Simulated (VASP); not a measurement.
All values below come from PBE GGA, VASP's PBE PAW potentials (set 64) (plane waves; VASP).

A VASP calculation is set up with these files.

File KPOINTS:
```
Regular mesh
0
Gamma
12 12 12
```

### INCAR
```
# general
SYSTEM  = Ba
PREC    = Accurate
ENCUT   = 520   # plane-wave cut-off (eV)
LREAL   = .False.   # projection in real space or not
LASPH   = .True.   # aspherical one-centre terms

# electronic loop
EDIFF   = 1E-7   # SCF stop (eV)
NELM    = 100
ALGO    = Normal   # blocked Davidson
LMAXMIX = 4   # l cut-off of mixed one-centre charges

# smearing
ISMEAR  = -5

# functional
GGA     = PE

# ions
ISIF    = 2   # forces and stress, cell fixed

# output
LWAVE   = .False.
LCHARG  = .True.
LORBIT  = 11   # lm-projected
NEDOS   = 601
```

### POSCAR
```
Ba
1
   -2.5182786175     2.5182786175     2.5182786175
    2.5182786175    -2.5182786175     2.5182786175
    2.5182786175     2.5182786175    -2.5182786175
Ba
1
Direct
  0.0000000000   0.0000000000   0.0000000000
```

POTCAR, in this order: Ba_sv (PBE.64 set). Program: vasp_std.

For a metal the tetrahedron method with Blöchl corrections gives inexact stress and forces. Unless said otherwise, spin-orbit coupling is left out, though it shifts the bands of the heavy elements here.

Question: Predict the energy per atom (σ→0), band gap (on the k-mesh).

Answer: 
```
Item                                                        Result
------------------------  ----------------------------------------
energy per atom (σ→0)                               -1.908 eV/atom
band gap (on the k-mesh)  none (metal, semimetal or under 0.01 eV)
```

### OSZICAR
```
...
DAV:   6    -0.190710678953E+01    0.19293E-03   -0.26782E-03  1782   0.623E-01    0.951E-01
DAV:   7    -0.190777739023E+01   -0.67060E-03   -0.64174E-03  1453   0.104E+00    0.427E-02
DAV:   8    -0.190799168535E+01   -0.21430E-03   -0.33331E-04  2173   0.126E-01    0.286E-02
DAV:   9    -0.190800687718E+01   -0.15192E-04   -0.74750E-06  1730   0.302E-02    0.734E-03
DAV:  10    -0.190801583135E+01   -0.89542E-05   -0.49761E-06  1748   0.175E-02    0.190E-03
DAV:  11    -0.190801634950E+01   -0.51815E-06   -0.56825E-07  1837   0.798E-03    0.813E-04
DAV:  12    -0.190801627837E+01    0.71136E-07   -0.29640E-08   924   0.162E-03
   1 F= -.19080163E+01 E0= -.19080163E+01  d E =0.000000E+00
```

The compound is Ba in the bcc structure. It was relaxed first.
